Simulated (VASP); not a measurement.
# SnAs: structure and properties in VASP, part 2 of 4

How well does PBEsol reproduce what experiment finds for SnAs? The cell is relaxed first, and properties follow on it. The start is a computed cell from the Materials Project.

VASP 6.6.1, plane waves and PAW; the level of theory is named at each step.

Still holding for the runs below: This run has no spin polarisation. Its electron count is odd, so without a moment it is a metal by construction. The k-mesh is coarse for a metal.

So far. Step 2 (Full relaxation (PBEsol)): It ends with forces that vanish by symmetry and a pressure of 0.01 GPa. Step 3 (Second relaxation): It ends with forces that vanish by symmetry and a pressure of -0.03 GPa. The volume moved by under 0.01 %: the run met its threshold at the first step. The relaxed cell has a = 5.717 Å (conventional setting).

### 4. Single point with fields (PBEsol)

Level of this step: PBEsol; plane waves and PAW (Sn_d, As) (VASP).

The relaxed cell gets a fresh self-consistent run, on a basis set for its own volume, to fix the density and to check the remaining stress.

Contents of INCAR:

```
SYSTEM = SnAs
PREC = Accurate
ENCUT = 400
EDIFF = 1E-06
NELM = 100
ISMEAR = 0
SIGMA = 0.05
LREAL = .FALSE.
ALGO = Normal
GGA = PS
NBANDS = 15
LORBIT = 11
LWAVE = .FALSE.
LCHARG = .TRUE.
ISIF = 2
LELF = .TRUE.
LVHAR = .TRUE.
```

Contents of POSCAR:

```
SnAs
1.0
    0.0000000000      2.8585767156      2.8585767156
    2.8585767156      0.0000000000      2.8585767156
    2.8585767156      2.8585767156      0.0000000000
Sn As
1 1
Direct
    0.5000000000      0.5000000000      0.5000000000
    0.0000000000      0.0000000000      0.0000000000
```

Contents of KPOINTS:

```
Automatic mesh
0
Gamma
7 7 7
0 0 0
```

Potentials, in the order of the species: Sn_d and As (PBE family, release 64).

The run is started by

```console
> mpirun -np 2 vasp_std
```

The log of the run:

```text
[banner, memory and clock lines left out]
running    2 mpi-ranks, on    1 nodes
 distrk:  each k-point on    2 cores,    1 groups
 distr:  one band on    1 cores,    2 groups

 POSCAR found type information on POSCAR SnAs
 POSCAR found :  2 types and       2 ions
 [... a notice as in an earlier step ...]

 LDA part: xc-table for (Slater+PW92), standard interpolation
|                                                                             |
|           W    W    AA    RRRRR   N    N  II  N    N   GGGG   !!!           |
|           W    W   A  A   R    R  NN   N  II  NN   N  G    G  !!!           |
|           W    W  A    A  R    R  N N  N  II  N N  N  G       !!!           |
|           W WW W  AAAAAA  RRRRR   N  N N  II  N  N N  G  GGG   !            |
|           WW  WW  A    A  R   R   N   NN  II  N   NN  G    G                |
|           W    W  A    A  R    R  N    N  II  N    N   GGGG   !!!           |
|                                                                             |
|     The number of bands has been changed from the values supplied in        |
|     The orbitals not found in the WAVECAR file will be initialized with     |
|     random numbers, which is usually adequate. For correlated               |
|     calculations, however, you should redo the groundstate calculation.     |
|     I found NBANDS = 15. Now, NBANDS = 16.                                  |
|                                                                             |

 POSCAR, INCAR and KPOINTS ok, starting setup
 FFT: planning ... GRIDC
 FFT: planning ... GRID_SOFT
 FFT: planning ... GRID
 WAVECAR not read
 entering main loop
       N       E                     dE             d eps       ncg     rms          rms(c)
DAV:   1     0.983850873904E+02    0.98385E+02   -0.82500E+03   656   0.134E+03
DAV:   2    -0.186121793314E+01   -0.10025E+03   -0.97821E+02   688   0.309E+02
DAV:   3    -0.945429960404E+01   -0.75931E+01   -0.75557E+01   864   0.746E+01
DAV:   4    -0.960690018965E+01   -0.15260E+00   -0.15259E+00   720   0.118E+01
DAV:   5    -0.961101255838E+01   -0.41124E-02   -0.41123E-02   856   0.190E+00    0.275E+00
DAV:   6    -0.951014227579E+01    0.10087E+00   -0.17831E-01   952   0.445E+00    0.161E+00
DAV:   7    -0.950155182846E+01    0.85904E-02   -0.43285E-02   840   0.165E+00    0.525E-01
DAV:   8    -0.950052160384E+01    0.10302E-02   -0.43944E-03   800   0.692E-01    0.662E-02
DAV:   9    -0.950049186370E+01    0.29740E-04   -0.46025E-04   872   0.238E-01    0.571E-02
DAV:  10    -0.950049133858E+01    0.52512E-06   -0.39819E-05   776   0.459E-02    0.260E-02
DAV:  11    -0.950048850894E+01    0.28296E-05   -0.15373E-05   960   0.425E-02    0.363E-03
DAV:  12    -0.950048864133E+01   -0.13239E-06   -0.11308E-06   552   0.687E-03
   1 F= -.95004886E+01 E0= -.94991889E+01  d E =-.259947E-02
```

Run time: 6 s. Hardware: 2 MPI ranks of Intel Xeon Platinum 8259CL at 2.50GHz (Skylake/Cascade Lake), shared host; peak memory 0.25 GiB; 11 s of CPU time.

From OUTCAR (step 4):

```text
The static configuration has the point symmetry O_h .

 Found     20 irreducible k-points:

   k-points           NKPTS =     20   k-points in BZ     NKDIM =     20   number of bands    NBANDS=     16

   NELECT =      19.0000    total number of electrons

 E-fermi :   6.9580

 k-point     1 :       0.0000    0.0000    0.0000
  band No.  band energies     occupation
    ...
      6      -6.2629      2.00000
      7       4.2984      2.00000
      8       5.8616      2.00000
      9       5.8616      2.00000
     10       5.8616      2.00000
     11      12.4359      0.00000
     12      12.4359      0.00000
     13      12.4359      0.00000
     14      12.9520      0.00000
     15      12.9520      0.00000
    ...

 k-point     2 :       0.1429    0.0000    0.0000
  band No.  band energies     occupation
    ...
      6      -6.0184      2.00000
      7       2.6997      2.00000
      8       5.8910      2.00000
      9       5.8910      2.00000
     10       6.9687      0.76355
     11      11.1957      0.00000
     12      11.1957      0.00000
     13      11.2875      0.00000
     14      12.9695      0.00000
     15      13.5127      0.00000
    ...

  Total       -0.0094849     -0.0094849     -0.0094849      0.0000000     -0.0000000      0.0000000
  in kB       -0.3252839     -0.3252839     -0.3252839      0.0000000     -0.0000000      0.0000000
  external PRESSURE =      -0.3252839 kB  Pullay stress =       0.0000000 kB

  FREE ENERGIE OF THE ION-ELECTRON SYSTEM (eV)
  ---------------------------------------------------
  free  energy   TOTEN  =        -9.5004886413 eV

  energy  without entropy=       -9.4978891742  energy(sigma->0) =       -9.49918891

[... 10 parts as in an earlier step ...]

[... 4 further parts left out ...]
```

Numbers from this step:

- SCF cycles: 12
- bands: 16
- pressure: -0.03253 GPa

Valence electrons inside each PAW sphere by angular momentum. Sphere charges, by row:

| atom | s (e) | p (e) | d (e) | tot (e) |
| --- | --- | --- | --- | --- |
| Sn1 | 1.224 | 0.95 | 10.02 | 12.19 |
| As2 | 1.266 | 1.441 | 0.034 | 2.742 |

Electrostatic potential energy in the ac plane of the conventional cell at fractional y = 0.000, with atoms of Sn and As within 0.2 Å of it. With pseudopotentials it is smooth inside the atoms' cores, unlike the true potential.

Ten even steps from '_' (-95 eV) to '@' (2 eV), each cell a mean:
```
**++##@@@@%%--____..**@@@@%%++**
++**%%@@@@@@**----++%%@@@@@@##++
%%@@@@@@@@@@@@%%##%%@@@@@@@@@@%%
@@@@@@@@@@@@@@@@@@@@@@@@@@@@@@@@
@@@@@@@@@@@@@@@@@@@@@@@@@@@@@@@@
++##@@@@@@@@%%####%%@@@@@@@@%%**
..--##@@@@@@**++++++%%@@@@%%++..
__..++@@@@%%++**%%++##@@@@##--__
__..**@@@@%%++****++##@@@@%%--__
--++%%@@@@@@##++++**%%@@@@@@**--
##%%@@@@@@@@@@%%%%@@@@@@@@@@@@%%
@@@@@@@@@@@@@@@@@@@@@@@@@@@@@@@@
@@@@@@@@@@@@@@@@@@@@@@@@@@@@@@@@
##%%@@@@@@@@%%**++##@@@@@@@@%%##
++++%%@@@@%%++....--##@@@@@@**++
%%++##@@@@##--____..++@@@@%%++**
```
Columns run along a (5.7 Å; values clipped at the 3rd and 97th percentile), rows up along c (5.7 Å), edges of the conventional cell, whose origin can differ from the input's. Atoms in or near the plane, at fractional coordinates: Sn at (0.50, 0.00), Sn at (0.00, 0.50), As at (0.00, 0.00), As at (0.50, 0.50).

ELF in the ac plane of the conventional cell at fractional y = 0.000, with atoms of Sn and As within 0.2 Å of it. It is the smooth field of the valence electrons, not physical close to the nuclei.

Ten even steps from '_' (0.13) to '@' (0.82), each cell a mean:
```
##@@@@%%====::______----**@@@@##
@@@@@@**------::::------==##@@@@
@@%%**--..::--====--::..::==##@@
**++--____..--======::____::==**
==--::____--**%%%%##==..__..----
------::--**@@@@@@@@##==::::----
__::----++%%@@@@%%@@@@##==----__
..__--==**@@@@##**%%@@%%====::__
____----**@@@@####@@@@%%====::__
::------==##@@@@@@@@@@**------::
==--::..::==##@@@@%%**--..::--==
====::____::==****++--____..--==
%%##==..__..----==--::____--**%%
@@@@##==::::----------::--**@@@@
%%@@@@##==----____::----++%%@@@@
**%%@@%%====::__..__--==**@@@@##
```
Columns run along a (5.7 Å), rows up along c (5.7 Å), edges of the conventional cell, whose origin can differ from the input's. Atoms in or near the plane, at fractional coordinates: Sn at (0.50, 0.00), Sn at (0.00, 0.50), As at (0.00, 0.00), As at (0.50, 0.50).

Valence density in the ac plane of the conventional cell at fractional y = 0.000, with atoms of Sn and As within 0.2 Å of it. It is the smooth field of the valence electrons, not physical close to the nuclei.

Ten steps, logarithmic in the rise over the least value, from '_' (0 e/Å³) to '@' (11 e/Å³), each cell a mean:
```
::--==----==##@@@@%%++------==--
====--------++####**==------====
==----::::::--====----::::::----
----::::::::--------::::::::----
----::::::::--------::::::::----
++==--::::----======--::::--==++
%%##==------==----====------**%%
@@%%++----====::__--==----==##@@
@@%%++------==--::--==----==##@@
##**==------========--------++##
==----::::::----==----::::::--==
----::::::::--------::::::::----
----::::::::--------::::::::----
====--::::--==++++==--::::----==
--====------**%%%%##==------==--
__--==----==##@@@@%%++----====::
```
Columns run along a (5.7 Å), rows up along c (5.7 Å), edges of the conventional cell, whose origin can differ from the input's. Atoms in or near the plane, at fractional coordinates: Sn at (0.50, 0.00), Sn at (0.00, 0.50), As at (0.00, 0.00), As at (0.50, 0.50).

In this run the pressure is -0.03 GPa, small enough to go on.

### 5. Band structure (PBEsol)

Levels along the symmetry lines show where the bands peak and cross; KPOINTS_OPT computes them in the converged potential.

Contents of INCAR:

```
SYSTEM = SnAs
PREC = Accurate
ENCUT = 400
EDIFF = 1E-06
NELM = 100
ISMEAR = 0
SIGMA = 0.05
LREAL = .FALSE.
ALGO = Normal
GGA = PS
NBANDS = 21
LORBIT = 11
LWAVE = .FALSE.
LCHARG = .FALSE.
KPAR = 2
```

POSCAR is that of step 4.

KPOINTS is that of step 4.

Contents of KPOINTS_OPT:

```
Line mode
16
Line-mode
Reciprocal
  0.00000000   0.00000000   0.00000000 GAMMA
  0.50000000   0.00000000   0.50000000 X

  0.50000000   0.00000000   0.50000000 X
  0.50000000   0.25000000   0.75000000 W

  0.50000000   0.25000000   0.75000000 W
  0.37500000   0.37500000   0.75000000 K

  0.37500000   0.37500000   0.75000000 K
  0.00000000   0.00000000   0.00000000 GAMMA

  0.00000000   0.00000000   0.00000000 GAMMA
  0.50000000   0.50000000   0.50000000 L

  0.50000000   0.50000000   0.50000000 L
  0.62500000   0.25000000   0.62500000 U

  0.62500000   0.25000000   0.62500000 U
  0.50000000   0.25000000   0.75000000 W

  0.50000000   0.25000000   0.75000000 W
  0.50000000   0.50000000   0.50000000 L

  0.50000000   0.50000000   0.50000000 L
  0.37500000   0.37500000   0.75000000 K

  0.62500000   0.25000000   0.62500000 U
  0.50000000   0.00000000   0.50000000 X
```

The run is started by

```console
> mpirun -np 2 vasp_std
```

The log of the run:

```text
[... set-up lines as in an earlier step ...]
 entering main loop
       N       E                     dE             d eps       ncg     rms          rms(c)
DAV:   1     0.121752486173E+03    0.12175E+03   -0.76820E+03   911   0.984E+02
DAV:   2     0.250248757004E+01   -0.11925E+03   -0.11353E+03   891   0.307E+02
DAV:   3    -0.931483431969E+01   -0.11817E+02   -0.11739E+02   968   0.726E+01
DAV:   4    -0.960530673695E+01   -0.29047E+00   -0.29036E+00   990   0.117E+01
DAV:   5    -0.961095469900E+01   -0.56480E-02   -0.56477E-02  1005   0.175E+00    0.276E+00
DAV:   6    -0.950999420018E+01    0.10096E+00   -0.13444E-01  1272   0.341E+00    0.161E+00
DAV:   7    -0.950156597995E+01    0.84282E-02   -0.39055E-02  1110   0.126E+00    0.524E-01
DAV:   8    -0.950052738173E+01    0.10386E-02   -0.40261E-03  1145   0.555E-01    0.700E-02
DAV:   9    -0.950049055785E+01    0.36824E-04   -0.39219E-04  1168   0.183E-01    0.591E-02
DAV:  10    -0.950049052540E+01    0.32450E-07   -0.38991E-05   998   0.368E-02    0.239E-02
DAV:  11    -0.950048840262E+01    0.21228E-05   -0.11691E-05  1219   0.317E-02    0.577E-03
DAV:  12    -0.950048868028E+01   -0.27766E-06   -0.11537E-06   792   0.558E-03
   1 F= -.95004887E+01 E0= -.94991890E+01  d E =-.259945E-02
 Start KPOINTS_OPT (optional k-point list driver)
k-point batch [1-20\160]
       N       E                     dE             ncg
DAV:   1     0.316492029641E+02   -0.67774E+04      932
DAV:   2    -0.238821148137E+04   -0.24199E+04      878
DAV:   3    -0.263414320882E+04   -0.24593E+03      971
DAV:   4    -0.264021746586E+04   -0.60743E+01     1008
DAV:   5    -0.264033761585E+04   -0.12015E+00     1084
DAV:   6    -0.264034270591E+04   -0.50901E-02     1135
DAV:   7    -0.264034285908E+04   -0.15317E-03     1181
DAV:   8    -0.264034286180E+04   -0.27143E-05      897
DAV:   9    -0.264034286189E+04   -0.94864E-07      721
[...]
k-point batch [141-160\160]
       N       E                     dE             ncg
DAV:   1    -0.305030842058E+03   -0.11909E+05      926
DAV:   2    -0.254523937810E+04   -0.22402E+04      873
DAV:   3    -0.275687817737E+04   -0.21164E+03     1044
DAV:   4    -0.276162191714E+04   -0.47437E+01     1049
DAV:   5    -0.276172491859E+04   -0.10300E+00     1009
DAV:   6    -0.276173014756E+04   -0.52290E-02     1207
DAV:   7    -0.276173024776E+04   -0.10020E-03     1062
DAV:   8    -0.276173024858E+04   -0.82249E-06      902
```

The job ended after 32 s (2 MPI ranks; peak memory 0.32 GiB; 62 s of CPU time).

From OUTCAR (step 5):

```text
   k-points           NKPTS =     20   k-points in BZ     NKDIM =     20   number of bands    NBANDS=     21

   NELECT =      19.0000    total number of electrons

 E-fermi :   6.9580

 k-point     2 :       0.1429    0.0000    0.0000
  band No.  band energies     occupation
    ...
      6      -6.0184      2.00000
      7       2.6997      2.00000
      8       5.8910      2.00000
      9       5.8910      2.00000
     10       6.9686      0.76345
     11      11.1957      0.00000
     12      11.1957      0.00000
     13      11.2875      0.00000
     14      12.9695      0.00000
     15      13.5127      0.00000
    ...

  Total       -0.0082634     -0.0082634     -0.0082634     -0.0000000      0.0000000     -0.0000000
  in kB       -0.2833932     -0.2833932     -0.2833932     -0.0000000      0.0000000     -0.0000000
  external PRESSURE =      -0.2833932 kB  Pullay stress =       0.0000000 kB

 POSITION                                       TOTAL-FORCE (eV/Angst)
 -----------------------------------------------------------------------------------
      2.85858      2.85858      2.85858        -0.000000     -0.000000     -0.000000
      0.00000      0.00000      0.00000         0.000000      0.000000      0.000000
 -----------------------------------------------------------------------------------
    total drift:                                0.000000      0.000000      0.000000

  FREE ENERGIE OF THE ION-ELECTRON SYSTEM (eV)
  ---------------------------------------------------
  free  energy   TOTEN  =        -9.5004886803 eV

  energy  without entropy=       -9.4978892350  energy(sigma->0) =       -9.49918896

[... 9 parts as in an earlier step ...]

[... 7 further parts left out ...]
```

Spin-orbit coupling is off here; with elements this heavy it splits and shifts levels by tenths of an eV or more.

This step gave:

```
bands    : 21
pressure : -0.02834 GPa
```

The electronic bands at the labelled points (eV, zero at the Fermi level; # counts the bands kept):

| point | #1 | #2 | #3 | #4 | #5 | #6 | #7 | #8 |
| --- | --- | --- | --- | --- | --- | --- | --- | --- |
| Γ | -2.66 | -1.10 | -1.10 | -1.10 | 5.48 | 5.48 | 5.48 | 5.99 |
| 0.53 of the way | -5.41 | -2.50 | -2.50 | -1.49 | 3.55 | 4.53 | 6.12 | 6.12 |
| X | -5.87 | -5.55 | -3.32 | -3.32 | 2.66 | 7.55 | 7.55 | 9.06 |
| 0.53 of the way | -6.57 | -5.57 | -3.95 | -1.43 | 3.80 | 4.89 | 7.92 | 8.09 |
| W | -7.09 | -4.87 | -4.87 | 0.91 | 2.16 | 5.94 | 5.94 | 8.85 |
| 0.47 of the way | -7.16 | -5.20 | -4.01 | -0.25 | 3.30 | 5.05 | 7.08 | 7.69 |
| K | -7.22 | -5.34 | -2.68 | -1.82 | 4.50 | 5.05 | 6.15 | 7.73 |
| 0.53 of the way | -6.04 | -2.75 | -0.36 | 1.75 | 1.80 | 2.03 | 5.01 | 6.95 |
| Γ | -2.66 | -1.10 | -1.10 | -1.10 | 5.48 | 5.48 | 5.48 | 5.99 |
| 0.47 of the way | -5.66 | -1.00 | -1.00 | 0.57 | 3.16 | 3.16 | 3.53 | 6.38 |
| L | -8.53 | -0.62 | -0.62 | 0.84 | 1.35 | 1.35 | 2.38 | 9.79 |
| 0.47 of the way | -8.19 | -3.09 | -1.61 | -0.43 | 2.80 | 3.04 | 5.38 | 7.74 |
| U | -7.22 | -5.34 | -2.68 | -1.82 | 4.50 | 5.05 | 6.15 | 7.73 |
| 0.47 of the way | -7.17 | -5.24 | -3.83 | -0.49 | 3.52 | 4.98 | 7.22 | 7.47 |
| W | -7.09 | -4.87 | -4.87 | 0.91 | 2.16 | 5.94 | 5.94 | 8.85 |
| 0.47 of the way | -7.95 | -3.57 | -3.06 | 0.69 | 1.63 | 4.95 | 6.15 | 7.61 |
| L | -8.53 | -0.62 | -0.62 | 0.84 | 1.35 | 1.35 | 2.38 | 9.79 |
| 0.53 of the way | -8.09 | -3.49 | -1.78 | -0.65 | 3.11 | 3.40 | 5.87 | 7.39 |
| K | -7.22 | -5.34 | -2.68 | -1.82 | 4.50 | 5.05 | 6.15 | 7.73 |
| jump to U | -7.22 | -5.34 | -2.68 | -1.82 | 4.50 | 5.05 | 6.15 | 7.73 |
| 0.47 of the way | -6.30 | -5.72 | -3.14 | -2.69 | 3.28 | 6.54 | 6.96 | 8.61 |
| X | -5.87 | -5.55 | -3.32 | -3.32 | 2.66 | 7.55 | 7.55 | 9.06 |

The largest weight of each band there:

| point | #1 | #2 | #3 | #4 | #5 | #6 | #7 | #8 |
| --- | --- | --- | --- | --- | --- | --- | --- | --- |
| Γ | Sn 0.56 | As 0.69 | As 0.69 | As 0.69 | Sn 0.78 | Sn 0.78 | Sn 0.78 | Sn 0.63 |
| X | Sn 0.52 | Sn 0.84 | As 0.56 | As 0.56 | Sn 0.68 | Sn 0.57 | Sn 0.57 | As 0.71 |
| W | Sn 0.90 | Sn 0.50 | Sn 0.50 | As 0.68 | Sn 0.83 | As 0.74 | As 0.74 | Sn 0.64 |
| K | Sn 0.87 | Sn 0.51 | As 0.58 | Sn 0.61 | As 0.69 | Sn 0.61 | Sn 0.71 | As 0.79 |
| Γ | Sn 0.56 | As 0.69 | As 0.69 | As 0.69 | Sn 0.78 | Sn 0.78 | Sn 0.78 | Sn 0.63 |
| L | Sn 0.83 | As 0.87 | As 0.87 | Sn 0.57 | Sn 0.91 | Sn 0.91 | Sn 0.61 | As 0.73 |

The electronic bands as a text plot (rows in eV, shown from -8.0 to 6.0 only):

```
    5.7 |* **      *  *     *    **               * **     *  *
    5.1 |**   *      * **    ***** *        *  ***
    4.5 |  * *      *   ***         *         **     **   * **
    4.0 |   *       *     *     *    *     * *  *           * *
    3.4 | *  **    *   *   *         **               ** * *   *
    2.8 |  **  ****  *     **  *      *** * *    *              *
    2.2 |             *     ***        * * *      **   ** *
    1.6 |                    **         ***         *** **
    1.0 |  *          *      * *       ****       ***  **
    0.5 | * *        *      *        **    *     *   **  *
   -0.1 |              *   *    *   *                     *
   -0.7 |*          *       ****** *  ***** *   *       ** *
   -1.3 |**  *          ****    ******     * **        * ** *
   -1.9 |  **      *      *    *           *** *      *    * *
   -2.5 |    **          *    *   *           **     **   * ***
   -3.0 |*     ****     *    *   * *        *        *        ***
   -3.6 | *    *  **        *   *               *   *      *
   -4.2 |  *        *  *   *        *        *   * **
   -4.8 |   *   *    **   *    *              *  ***        *
   -5.4 |    **  *  ** ***    *      *         **            ** *
   -6.0 |      *****                  *                        **
   -6.5 |          **        *
   -7.1 |            ****   *          *       *****         **
   -7.7 |                ***            *    **     *       *
         Γ       X    W  K        Γ      L     U  W     L   K|U X
```

There is no gap at this level.

(Continued in part 3 of 4.)

[Lines on the potential files, build, host, timing and source positions are cut from VASP's logs without a mark.]

[Logs are printed without paths, hosts, clocks, repeated set-up lines and the standing remarks that a program may print on its own settings, such as how far it seeks lower states.]

[Hosts, paths, dates, database ids (printed as entryN), source tags and the programs' standing remarks are cut or masked in the printed files.]

[Measured values are set beside computed ones only where the two were judged alike; some that the calculation misses by far are left out.]

[In band tables of VASP the shares of atoms and orbitals are scaled to a sum of 1 inside the atoms' spheres.]
